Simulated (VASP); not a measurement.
```xyz
6
Lattice="1.5642 -2.7093 0.0000 1.5642 2.7093 0.0000 0.0000 0.0000 12.2624" Properties=species:S:1:pos:R:3 pbc="T T T"
W      1.5642     0.9031     3.0656
W      1.5642    -0.9031     9.1968
S      1.5642     0.9031    10.7426
S      1.5642    -0.9031     4.6114
S      1.5642    -0.9031     1.5198
S      1.5642     0.9031     7.6510
```

Method: optB88-vdW, VASP's PBE PAW potentials (set 64) (plane waves; VASP). Run with 520 eV cut-off, 8×8×2 Γ-centred mesh, Gaussian smearing of 0.050 eV, potentials W_sv S.

### Question
The ions and cell shape at fixed volume are relaxed. Predict the relaxed structure.

### Answer

```xyz
6
Lattice="1.5824 -2.7408 0.0000 1.5824 2.7408 0.0000 0.0000 0.0000 11.9826" Properties=species:S:1:pos:R:3 pbc="T T T"
W      1.5824     0.9136     2.9957
W      1.5824    -0.9136     8.9870
S      1.5824     0.9136    10.5671
S      1.5824    -0.9136     4.5758
S      1.5824    -0.9136     1.4155
S      1.5824     0.9136     7.4068
```
Space group P6_3/mmc (194), at a tolerance of 0.03 Å.

### Question
How much energy does the relaxation gain?

### Answer
The energy (σ→0) changes by -24.9 meV/atom, in 8 ionic steps.

The compound is WS2 in the 2H layered structure. This cell is one point of a volume scan, at 0.94 of the reference volume. Symmetry was kept, so distortions that lower it aren't found.
